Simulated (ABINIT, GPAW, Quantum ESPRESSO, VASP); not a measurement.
# Code comparison for BPO4 (I-4, 6 atoms in the cell)

Self-consistent single point, at a second geometry (lattice scaled by 0.98). First geometry:

```
BPO4
1.0
   -2.13000     2.13000     3.26259
    2.13000    -2.13000     3.26259
    2.13000     2.13000    -3.26259
B P O
1 1 4
Direct
  0.25000   0.75000   0.50000
  0.00000   0.00000   0.00000
  0.26534   0.38482   0.39680
  0.61518   0.01198   0.88052
  0.98802   0.86854   0.60320
  0.13146   0.73466   0.11948
```

Shared settings, as Quantum ESPRESSO writes them: occupations = fixed; K_POINTS = automatic 6 6 6 0 0 0. Potentials and cutoffs stand in the table.

```csv
code,model,ΔF from the first geometry (meV/atom),pressure (GPa),largest force (eV/Å),gap on the mesh (eV),cutoff
ABINIT,"PBEsol, norm-conserving pseudopotentials (PseudoDojo nc-sr-04 PBEsol standard)",95.7,36.34,2.661,8.526,42 Ha
VASP,"PBEsol, VASP's PBE PAW potentials (set 64)",100.1,30.90,2.722,8.447,400 eV
GPAW,"PBEsol, GPAW PAW datasets PBEsol (made by gpaw-setup)",114.2,–,3.440,8.499,950 eV
Quantum ESPRESSO,"PBEsol, PseudoDojo standard norm-conserving (PBESOL) pseudopotentials",95.7,36.35,2.660,8.526,85 Ry
```

For VASP (by 6.6 GPa) the energy change implies a higher mean pressure, against the two pressures, than for the other programs: a sign of finite-basis (Pulay) stress.

A dash marks a value that a program does not give, or that is left out as unsure.

Gaps are read on the mesh.

The spread over the programs that give each value: ΔF from the first geometry within 18.5 meV/atom; pressure within 5.45 GPa; largest force within 0.780 eV/Å; gap on the mesh within 0.079 eV.

The pressure of GPAW is left out: its cutoff lies under the one at which its stress was checked. In the pressure, VASP (by 5.43) lies more than 1 GPa from the median of the plane-wave programs. In the force vectors, GPAW (by 0.820) lies more than 0.08 eV/Å from the median of the plane-wave programs.

VASP's run is marked for a possible Pulay error in its stress at this cutoff; no cutoff test was made.

VASP ran the fixed occupations as a Gaussian smearing of 0.01 eV.

The starting cell comes from a database of computed structures (which also holds hypothetical and non-ambient phases and stackings), without a prior relaxation at this level. Its lattice was rescaled by a random factor within 2.5 % of one. For this run, on top of that: lattice scaled by 0.98.

Left out of this page: Ansatz, CP2K, FLEUR and SIESTA (not drawn, or without a comparable value).
